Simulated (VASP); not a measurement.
Shape and ions are relaxed at each volume.

Energy against volume of Zr (hcp). All values below come from PBE GGA with D4 dispersion, VASP's PBE PAW potentials (set 64) (plane waves; VASP).

```tsv
V (Å³/atom)	E (eV/atom)
21.658	-8.69699
22.350	-8.71784
23.041	-8.72467
23.732	-8.71909
24.423	-8.70258
```

Task: Fit a third-order Birch-Murnaghan equation of state.

Result: 
```yaml
volume_per_atom: 23.06 Å³/atom
bulk_modulus: 95.3 GPa
pressure_derivative_of_the_bulk_modulus: 3.13
```

The compound is Zr in the hcp structure. It was relaxed first.
